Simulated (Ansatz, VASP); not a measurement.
This is a calculation of Ti2B for VASP 6.6.1. The cell comes from a database or a generator and needn't be the stable form of this composition.

File INCAR:

```
PREC = Accurate
ENCUT = 520
EDIFF = 1E-7
ISMEAR = -1
SIGMA = 0.05
LREAL = False
LASPH = True
NELM = 60
ALGO = Normal
ISIF = 2
LWAVE = False
LCHARG = False
GGA = PE
NBANDS = 36
```

Contents of KPOINTS:

```
regular mesh
0
Gamma
  7 7 7
```

The input POSCAR:

```
Ti2B
1.0
   -2.8290690000      2.8290690000      2.3682650000
    2.8290690000     -2.8290690000      2.3682650000
    2.8290690000      2.8290690000     -2.3682650000
Ti B
4 2
Direct
    0.1644000000      0.3356000000      0.5000000000
    0.8356000000      0.6644000000      0.5000000000
    0.3356000000      0.8356000000      0.1712000000
    0.6644000000      0.1644000000      0.8288000000
    0.2500000000      0.2500000000      0.0000000000
    0.7500000000      0.7500000000      0.0000000000
```

Potentials or basis: VASP PAW PBE potentials, release 64 (Ti_sv, B).

Run with:

```sh
$ cat potpaw_PBE.64/Ti_sv/POTCAR potpaw_PBE.64/B/POTCAR > POTCAR
$ mpirun -np 1 vasp_std > vasp.out
```

Problem. Set up the same calculation for Ansatz 0.2.0. Potentials or basis there: Ansatz PAW, cutoff 420 eV.

Solution. As run (cutoffs and basis follow the program's own potentials, and thresholds, step limits or extra output files can differ):

input.yaml

```yaml
crystal:
  lattice:
    - [-2.829069, 2.829069, 2.368265]
    - [2.829069, -2.829069, 2.368265]
    - [2.829069, 2.829069, -2.368265]
  atoms:
    - { symbol: Ti, position: [0.1644, 0.3356, 0.5] }
    - { symbol: Ti, position: [0.8356, 0.6644, 0.5] }
    - { symbol: Ti, position: [0.3356, 0.8356, 0.1712] }
    - { symbol: Ti, position: [0.6644, 0.1644, 0.8288] }
    - { symbol: B, position: [0.25, 0.25, 0.0] }
    - { symbol: B, position: [0.75, 0.75, 0.0] }
hamiltonian:
  xc: pbe
  pseudopotentials: { kind: paw }
kpoints:
  mp_grid: { grid: [7, 7, 7] }
scf:
  occupations: { method: fermi_dirac, width: 0.05 }
output:
  forces: true
  stress: true
  eigenvalues: true
```

Potentials or basis: Ansatz PAW.

Run with:

```bash
$ ansatz run input.yaml --threads 2 --pin off --max-ram 5120MiB --backend cpu --events-out ev --progress --plain --runs-dir out
```

Both were run:

|  | VASP | Ansatz |
| --- | --- | --- |
| Pressure | 0.5 GPa | 0.6 GPa |
| Largest force | 0.083 eV/Å | 0.083 eV/Å |

Ansatz's pressure holds a Pulay term of +0.07 GPa for its cutoff of 420 eV, which the other run lacks.

Where Ansatz's input types no cutoff or centring, it takes its own default and a Γ-centred mesh.

Pressure is positive in compression.
